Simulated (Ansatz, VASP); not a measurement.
## CrPtSe3: VASP beside Ansatz

```
Cr Pt Se
1.0
     4.97923    0.00000    0.00000
     0.00000    4.97923    0.00000
     0.00000    0.00000    4.97923
Cr Pt Se
1 1 3
Direct
  0.50000 0.50000 0.50000
  0.00000 0.00000 0.00000
  0.50000 0.00000 0.00000
  0.00000 0.50000 0.00000
  0.00000 0.00000 0.50000
```

Change from the starting cell: species swapped into the Ce3AlO type (Pm-3m, No. 221).

Alike in both runs: functional PBE; k mesh 4 × 4 × 4; occupations gaussian, width 0.1 eV; collinear spin.

Ansatz relaxed the structure, and its values are those at the end. VASP's run is a single point on that final structure, the one shown.

|  | VASP | Ansatz |
| --- | --- | --- |
| version | VASP 6.6.1 | Ansatz 0.2.0 |
| potentials or method | VASP PAW PBE potentials, release 64 (Cr_pv, Pt, Se) | scalar-relativistic, plane waves, PAW |
| plane-wave cutoff (eV) | 520 | 420 |
| valence electrons in the cell | 40 | 80 |

VASP gave:

| Item | Value |
| --- | --- |
| gap on the k mesh at the Fermi level (eV) | none |
| pressure (GPa) | -0.1 |
| net moment per atom (μB) | 0.58 |
| size of the moment on the site where the two differ most (μB) | 4.05 |

Q: What did Ansatz give for the same quantities?

A: gap on the k mesh at the Fermi level (eV): none; pressure (GPa): -0.1; net moment per atom (μB): 0.58; size of the moment on the site where the two differ most (μB): 4.34.

Site moments also hang on the region over which each program counts them. A gap of «none» marks a metal or a gap that the smearing closes. The two sets of potentials don't hold the same shells in valence.

Caveats: a cell with one magnetic atom can't hold antiferromagnetic order, which such compounds often take. Spin-orbit coupling is left out, which matters for the levels of Pt.
